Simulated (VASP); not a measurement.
Input of a VASP 6.6.1 run:

Contents of INCAR:

```
  PREC = Accurate
  ENCUT = 520
  EDIFF = 1E-7
  ISMEAR = 0
  SIGMA = 0.1
  LREAL = False
  LASPH = True
  NELM = 100
  ALGO = Normal
  ISIF = 2
  LWAVE = False
  LCHARG = True
  GGA = PE
  LELF = True
  LVHAR = True
  NBANDS = 34
```

File KPOINTS:

```
regular mesh
0
Gamma
  3 3 4
```

Contents of POSCAR:

```
ZrSc2As3
1.0
    6.0485385800      0.0000000000      0.0000000000
   -3.0242692900      5.2381880600      0.0000000000
    0.0000000000      0.0000000000      3.8686375700
Zr Sc As
1 2 3
Direct
    0.0000000000      0.0000000000      0.0000000000
    0.3333333300      0.6666666700      0.0000000000
    0.6666666700      0.3333333300      0.0000000000
    0.0000000000      0.5000000000      0.5000000000
    0.5000000000      0.5000000000      0.5000000000
    0.5000000000      0.0000000000      0.5000000000
```

Potentials or basis: VASP PAW PBE potentials, release 64 (Zr_sv, Sc_sv, As).

Run with:

```sh
$ cat potpaw_PBE.64/Zr_sv/POTCAR potpaw_PBE.64/Sc_sv/POTCAR potpaw_PBE.64/As/POTCAR > POTCAR
$ mpirun -np 1 vasp_std > vasp.out
```

Question: Estimate the pressure.

Answer: 4.7 GPa.

Question: Predict the band gap on the k mesh.

Answer: None (metal or under the smearing width).

Stress tensor (GPa, compression positive):
```
3.63 0.00 0.00
0.00 3.63 0.00
0.00 0.00 6.88
```

Caveat: the k mesh is coarse (spacing up to 0.41 Å⁻¹), so the values aren't converged.
